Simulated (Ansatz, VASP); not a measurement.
## CuF2 (CuF2 monolayer): VASP beside Ansatz

One calculation is typed for both programs; each brings its own data sets. How far apart do they land? The cell is taken from a series of runs on this material, whose earlier steps may have relaxed, scaled, displaced or heated it; both programs get it as it stands.

Method: plane waves, with VASP 6.6.1 beside it; LDA, DFT+U, in Ansatz 0.2.0.

**1. Set-up**

The cell holds 9 atoms: 3 Cu and 6 F. Its edges and angles: a = 5.279 Å, b = 11.198 Å, c = 15.000 Å, α = 90.0°, β = 90.0°, γ = 45.0°. It derives from CuF2. One layer cut from the bulk crystal, unrelaxed. Vacuum lies along c.

**2. Ansatz: single point, LDA, DFT+U, pair 1**

Ansatz runs on its default PAW (the set named soft_2) files.

A single point takes one fixed geometry, so differences don't come from the geometry; what else differs is listed under the comparison.

The input, input.yaml:

```yaml
crystal:
  lattice:
    - [3.732798, 3.732798, 0.0]
    - [0.0, 11.198394, 0.0]
    - [0.0, 0.0, 15.0]
  atoms:
    - { symbol: Cu, position: [0.0, 0.0, 0.5], spin: 1.0 }
    - { symbol: Cu, position: [0.0, 0.333333333, 0.5], spin: 1.0 }
    - { symbol: Cu, position: [0.0, 0.666666667, 0.5], spin: -1.0 }
    - { symbol: F, position: [0.5, 0.833333333, 0.5] }
    - { symbol: F, position: [0.5, 0.166666667, 0.5] }
    - { symbol: F, position: [0.5, 0.5, 0.5] }
    - { symbol: F, position: [0.0, 0.166666667, 0.5] }
    - { symbol: F, position: [0.0, 0.5, 0.5] }
    - { symbol: F, position: [0.0, 0.833333333, 0.5] }
magnetization:
  spin_polarized: true
kpoints:
  mp_grid: { grid: [9, 6, 1] }
hamiltonian:
  xc: lda
  hubbard:
    sites:
      - { species: Cu, l: d, u_eff: 3.0 }
      - { site: 0, l: d, u_eff: 3.0, starting_ns: [{ spin: up, occupation_matrix: cu1_major }, { spin: down, occupation_matrix: cu1_minor }] }
      - { site: 1, l: d, u_eff: 3.0, starting_ns: [{ spin: up, occupation_matrix: cu1_major }, { spin: down, occupation_matrix: cu1_minor }] }
      - { site: 2, l: d, u_eff: 3.0, starting_ns: [{ spin: up, occupation_matrix: cu1_minor }, { spin: down, occupation_matrix: cu1_major }] }
    projectors: ortho-atomic
    occupation_matrices:
      cu1_major:
        matrix:
          - [0.98, 0.0, 0.0, 0.0, 0.0]
          - [0.0, 0.996, 0.0, 0.0, 0.0]
          - [0.0, 0.0, 0.996, 0.0, 0.0]
          - [0.0, 0.0, 0.0, 0.923, 0.0]
          - [0.0, 0.0, 0.0, 0.0, 0.995]
      cu1_minor:
        matrix:
          - [0.977, 0.0, 0.0, 0.0, 0.0]
          - [0.0, 0.997, 0.0, 0.0, 0.0]
          - [0.0, 0.0, 0.997, 0.0, 0.0]
          - [0.0, 0.0, 0.0, 0.427, 0.0]
          - [0.0, 0.0, 0.0, 0.0, 0.995]
scf:
  occupations: { method: fermi_dirac, width: 0.05 }
output:
  eigenvalues: true
```

Launch:

```sh
ansatz run input.yaml --threads 4 --pin off --max-ram 8192MiB --backend cpu --events-out ev --progress --plain --runs-dir out
```

Numbers of over 12 decimals in the logs are rounded to 6 here.

What it wrote:

```text
Engine: ansatz 0.2.0, aarch64-unknown-linux-gnu
Pseudopotentials: kind: paw
Pseudopotential: Cu, paw, valence charge 19, recommended cutoff 420 eV (normal), Cu.paw.azcp
Pseudopotential: F, paw, valence charge 7, recommended cutoff 420 eV (normal), F.paw.azcp
Functional definition: SPW92
  exchange = slater_x
  correlation = pw_c
Crystal: 9 atoms, lattice volume = 627.020 Å³
Basis set: ecut = 420 eV, 12229 PW (Γ)
Bands: 62, of which v1, the nominal top of the filled ones, is band 50 counted from 1 (49 counted from 0)
Symmetry: 8 space group operations
Space group: Cmmm (ITA 65), of the structure as read, at distance tolerance 8.6e-5 Å
Magnetic group: BNS 65.481 (UNI 579), of the structure as read, at distance tolerance 8.6e-5 Å
k-points: 20 of 54
Non-local potential: Cu, projectors of the file, l = 0: 3, l = 1: 2, l = 2: 3, l = 3: 1
Non-local potential: F, projectors of the file, l = 0: 2, l = 1: 2, l = 2: 1
PAW form: soft (Blöchl's): semilocal exchange-correlation on the pseudo side does not see the compensation charge
PAW frozen core: Cu, regenerated for the run's functional, and the local potential with it (the file was generated under x = pbe(κ = 0.804, μ = 0.219515), c = pbe(β = 0.066725))
PAW frozen core: F, regenerated for the run's functional, and the local potential with it (the file was generated under x = pbe(κ = 0.804, μ = 0.219515), c = pbe(β = 0.066725))
PAW one-centre angular grid: Cu, 590 points (default); XC on 64 Gauss nodes
PAW one-centre angular grid: F, 110 points (default); XC on 64 Gauss nodes
Initial density: superposition of atomic densities (neutral atoms: chi_scale 0, normalization atom)
Starting moments: Σ|m| = 3 μB on 3 of 9 sites
Initial wavefunctions: pseudopotential atomic-orbital guess
Functional: x = slater, c = lda
SCF iter   1: F=—  HF=-24432.240820 eV  |F-HF|=—  |Δ(HF+E_count)|=         —  Δρ=4.48e-2 (↑4.27e-2 ↓4.48e-2)  dr2=3.63e1  dr2_m=6.36e-1  M=1.000 μB ∫|m|=2.949 μB  β_m=0.30  ethr=3.10e-3  ⟨swp⟩=6.2  Hψ=9718  notcnv=0  defer=10
preconditioner: auto → Resta (q_TF=auto, 2.006 Å⁻¹)  ε∞=1.9  [insulator: Δε(μ)=1.074 eV  Ē_g=13.538 eV  σ=0.050 eV  W_gap=1.00  n_scr=84 (ndim 8)  ℏωp=12.8 eV  f_vac=0.769  D(μ)=0.00/eV (n_scr^D=0)  ε∞_Penn≈1.9  vacuum switching on, ρ_ref=1.3e-2 e/Å³]
spin=Collinear: Resta preconditioning applied to the charge; magnetization (m = ρ↑ − ρ↓) channel mixes plain (no charge-response kernel on spin).
SCF iter   2: F=—  HF=-24423.669914 eV  |F-HF|=—  |Δ(HF+E_count)|=    8.57e0  Δρ=1.55e-2 (↑1.35e-2 ↓1.55e-2)  dr2=1.77e0  dr2_m=4.64e-1  M=0.995 μB ∫|m|=2.440 μB  β_m=0.30  ethr=3.10e-3  ⟨swp⟩=3.1  Hψ=6033  notcnv=0  defer=200
SCF iter   3: F=—  HF=-24422.820841 eV  |F-HF|=—  |Δ(HF+E_count)|=   8.49e-1  Δρ=1.07e-2 (↑9.26e-3 ↓1.07e-2)  dr2=9.53e-1  dr2_m=2.13e-1  M=0.999 μB ∫|m|=2.496 μB  β_m=0.30  ethr=1.79e-3  ⟨swp⟩=2.1  Hψ=4156  notcnv=0  defer=200
SCF iter   4: F=—  HF=-24422.404276 eV  |F-HF|=—  |Δ(HF+E_count)|=   4.17e-1  Δρ=6.93e-3 (↑5.98e-3 ↓6.93e-3)  dr2=1.12e-1  dr2_m=1.66e-1  M=0.996 μB ∫|m|=2.405 μB  β_m=0.30  ethr=9.63e-4  ⟨swp⟩=3.0  Hψ=4537  notcnv=0  defer=195
SCF iter   5: F=—  HF=-24422.401040 eV  |F-HF|=—  |Δ(HF+E_count)|=   3.24e-3  Δρ=4.09e-3 (↑3.49e-3 ↓4.09e-3)  dr2=1.08e-2  dr2_m=7.89e-2  M=0.998 μB ∫|m|=2.428 μB  β_m=1.00  ethr=1.13e-4  ⟨swp⟩=2.3  Hψ=4111  notcnv=0  defer=196
SCF iter   6: F=—  HF=-24422.412587 eV  |F-HF|=—  |Δ(HF+E_count)|=   1.15e-2  Δρ=7.58e-4 (↑7.58e-4 ↓5.97e-4)  dr2=5.90e-3  dr2_m=2.49e-4  M=0.999 μB ∫|m|=2.449 μB  β_m=0.30  ethr=1.09e-5  ⟨swp⟩=2.0  Hψ=4396  notcnv=0  defer=196
SCF iter   7: F=—  HF=-24422.422915 eV  |F-HF|=—  |Δ(HF+E_count)|=   1.03e-2  Δρ=5.46e-4 (↑5.46e-4 ↓5.26e-4)  dr2=4.81e-3  dr2_m=1.72e-4  M=0.999 μB ∫|m|=2.448 μB  β_m=0.30  ethr=5.96e-6  ⟨swp⟩=2.4  Hψ=3935  notcnv=0  defer=195
Mixer restart at iter 7: flushing history
spin-set hold released at iteration 7 (site moments contracting): the magnetisation degrees of freedom join the quasi-Newton model from the next iteration; the mixer history was flushed
SCF iter   8: F=—  HF=-24422.427005 eV  |F-HF|=—  |Δ(HF+E_count)|=   4.09e-3  Δρ=2.90e-4 (↑2.90e-4 ↓2.32e-4)  dr2=6.49e-4  dr2_m=1.82e-4  M=0.999 μB ∫|m|=2.456 μB  β_m=0.57  ethr=4.86e-6  ⟨swp⟩=1.9  Hψ=3117  notcnv=0  defer=194
SCF iter   9: F=—  HF=-24422.433321 eV  |F-HF|=—  |Δ(HF+E_count)|=   6.32e-3  Δρ=6.90e-4 (↑4.97e-4 ↓6.90e-4)  dr2=5.43e-3  dr2_m=8.57e-5  M=0.999 μB ∫|m|=2.457 μB  β_m=0.46  ethr=6.56e-7  ⟨swp⟩=2.0  Hψ=4608  notcnv=0  defer=190
SCF iter  10: F=—  HF=-24422.432268 eV  |F-HF|=—  |Δ(HF+E_count)|=   1.05e-3  Δρ=2.79e-4 (↑5.92e-5 ↓2.79e-4)  dr2=4.24e-4  dr2_m=9.78e-5  M=1.000 μB ∫|m|=2.468 μB  β_m=0.49  ethr=6.56e-7  ⟨swp⟩=2.0  Hψ=4332  notcnv=0  defer=190
SCF iter  11: F=—  HF=-24422.432308 eV  |F-HF|=—  |Δ(HF+E_count)|=   3.99e-5  Δρ=2.28e-4 (↑2.28e-4 ↓9.52e-5)  dr2=3.18e-4  dr2_m=7.12e-5  M=1.000 μB ∫|m|=2.471 μB  β_m=0.47  ethr=4.28e-7  ⟨swp⟩=2.0  Hψ=4069  notcnv=0  defer=190
SCF iter  12: F=—  HF=-24422.432289 eV  |F-HF|=—  |Δ(HF+E_count)|=   1.91e-5  Δρ=6.60e-5 (↑3.19e-5 ↓6.60e-5)  dr2=1.41e-5  dr2_m=1.07e-5  M=1.000 μB ∫|m|=2.471 μB  β_m=0.47  ethr=3.22e-7  ⟨swp⟩=2.0  Hψ=4054  notcnv=0  defer=190
SCF iter  13: F=—  HF=-24422.432472 eV  |F-HF|=—  |Δ(HF+E_count)|=   1.83e-4  Δρ=1.74e-5 (↑1.74e-5 ↓1.16e-5)  dr2=4.88e-7  dr2_m=1.02e-6  M=1.000 μB ∫|m|=2.472 μB  β_m=0.74  ethr=1.42e-8  ⟨swp⟩=2.0  Hψ=4155  notcnv=0  defer=190
SCF iter  14: F=—  HF=-24422.432473 eV  |F-HF|=—  |Δ(HF+E_count)|=   4.90e-7  Δρ=7.04e-6 (↑7.04e-6 ↓5.90e-6)  dr2=4.55e-7  dr2_m=8.30e-8  M=1.000 μB ∫|m|=2.472 μB  β_m=0.84  ethr=4.93e-10  ⟨swp⟩=2.0  Hψ=4269  notcnv=0  defer=190
SCF iter  15: F=—  HF=-24422.432473 eV  |F-HF|=—  |Δ(HF+E_count)|=   5.43e-8  Δρ=5.37e-6 (↑4.94e-6 ↓5.37e-6)  dr2=4.16e-7  dr2_m=4.97e-9  M=1.000 μB ∫|m|=2.472 μB  β_m=0.60  ethr=4.59e-10  ⟨swp⟩=2.0  Hψ=3778  notcnv=0  defer=190
iter 16 did not close the SCF: its close was put off for the exchange–correlation potential of the local minority spin (scf_convergence_deferred on its scf_iter line)
SCF iter  16: F=-24422.432472 eV  HF=-24422.432472 eV  |F-HF|=1.13e-10  |Δ(HF+E_count)|=   1.12e-7  Δρ=3.33e-7 (↑3.29e-7 ↓3.33e-7)  dr2=5.77e-10  dr2_m=1.04e-10  M=1.000 μB ∫|m|=2.472 μB  β_m=0.70  ethr=1.01e-10  ⟨swp⟩=9.5  Hψ=9243  notcnv=0
SCF iter  17: F=-24422.432472 eV  HF=-24422.432472 eV  |F-HF|=1.06e-10  |Δ(HF+E_count)|=  1.31e-10  Δρ=2.07e-7 (↑2.07e-7 ↓1.56e-7)  dr2=3.90e-10  dr2_m=4.95e-11  M=1.000 μB ∫|m|=2.472 μB  ethr=1.00e-12  ⟨swp⟩=1.0  Hψ=6930  notcnv=0
SCF 1 converged in 17 iterations: F = -24422.432472 eV  dr2 = 3.90e-10
  greatest PAW one-centre occupation: 1.000 electrons in one spin orbital (limit 2), on the Cu atom at site 2 (counted from 0), in its partial waves of l = 0
SCF converged after 17 iterations
Magnetization: 0.9996 μB (49.9998 up, 49.0002 down)
Absolute magnetization: 2.4312 μB (∫|ρ↑−ρ↓|, with the PAW one-centre terms)
Spin contamination: 0.6676 ħ² per cell (⟨S²⟩ above its minimum at these occupations)
Per-site moments (μB) at R_I (Å): [(0.667467, 0.769890), (0.667467, 0.769890), (-0.586776, 0.769890), (0.00903502, 0.769890), (0.088197, 0.769890), (0.00903502, 0.769890), (0.088197, 0.769890), (0.00903502, 0.769890), (0.00903502, 0.769890)]
Free energy (F): -24422.432472 eV
Harris-Foulkes:  -24422.432472 eV  (|F-HF|=1.06e-10)
Internal energy: -24422.432332 eV  (E = F + TS)
E sigma→0 (E₀):  -24422.432402 eV
Entropy (-TS):   -0.000141 eV (-0.016 meV/atom)
Fermi energy:    -4.904432 eV
--- Per-component energies (eV) ---
  E_band       = -2861.607338
  E_kinetic    = 2108.889447
  E_local      = -62662.909497  (includes V_loc(G=0)·N_el)
  E_nonlocal   = 1636.225519
  E_hartree    = 29384.094960
  E_xc         = -722.610646
  E_vxc        = -935.904853  (∫ρ·V_xc dr)
  E_hubbard    = 1.476827  (on-site DFT+U / exact-exchange correction)
  E_vhub       = -38.676523  (the Hubbard potential's part of the band-sum identity)
  E_paw        = -5894.816021  (= ΣΔE_a)
  E_vpaw       = -1737.435184  (= ΣTr[D̂ρ^β])
  E_aug_tail   = 0.012166  (compensation charges beyond the density's cutoff)
  E_ewald      = 11725.176422
  E_core_change = 2.028491  (= ΣΔE_core)
  E_smearing   = -0.000141  (= −TS)
  E_closure    = -0.000000  (closes the sum)
  Σ components = -24422.432472   (vs F -24422.432472, Δ=0.00e0)
--- Specified on-site occupations, and those of the state reported ---
  electrons in the specified blocks: 27.8490 specified, 27.7534 found
  site 0 (l=d) ↓: largest change of an orbital's occupation 0.0907; electrons 4.3930 specified, 4.3026 found; spectral distance 0.0907
  site 1 (l=d) ↓: largest change of an orbital's occupation 0.0907; electrons 4.3930 specified, 4.3026 found; spectral distance 0.0907
  site 0 (l=d) ↑: largest change of an orbital's occupation 0.0481; electrons 4.8900 specified, 4.9376 found; spectral distance 0.0481
  site 1 (l=d) ↑: largest change of an orbital's occupation 0.0481; electrons 4.8900 specified, 4.9376 found; spectral distance 0.0481
  site 2 (l=d) ↑: largest change of an orbital's occupation 0.0386; electrons 4.3930 specified, 4.3554 found; spectral distance 0.0386
  site 2 (l=d) ↓: largest change of an orbital's occupation 0.0289; electrons 4.8900 specified, 4.9178 found; spectral distance 0.0289
--- Band table (eV; the first three rows and the last of 40) ---
  k-point 0 ↑: bands = [... 46 lower, -6.4654, -6.4503, -6.2846, -5.1519, -3.5746, -0.7751, 1.2730, 2.0323, ... 8 higher]
  k-point 1 ↑: bands = [... 46 lower, -6.4380, -6.3480, -6.2470, -5.2889, -3.4983, -0.6630, 1.3205, 1.4071, ... 8 higher]
  k-point 2 ↑: bands = [... 46 lower, -6.3274, -6.2311, -6.2021, -5.5831, -3.3663, -0.3465, 0.7252, 1.4605, ... 8 higher]
  k-point 19 ↓: bands = [... 46 lower, -6.1122, -6.1037, -6.0376, -4.0746, -4.0700, 0.7586, 1.9759, 1.9770, ... 8 higher]
Occupation matrices written to <dir>
```

(Part 1 of 3 ends here.)

[Lines on the potential files, build, host, timing and source positions are cut from VASP's logs without a mark.]

[Logs are printed without paths, hosts, clocks, repeated set-up lines and the standing remarks that a program may print on its own settings, such as how far it seeks lower states.]

[Hosts, paths, dates, database ids (printed as entryN), source tags and the programs' standing remarks are cut or masked in the printed files.]
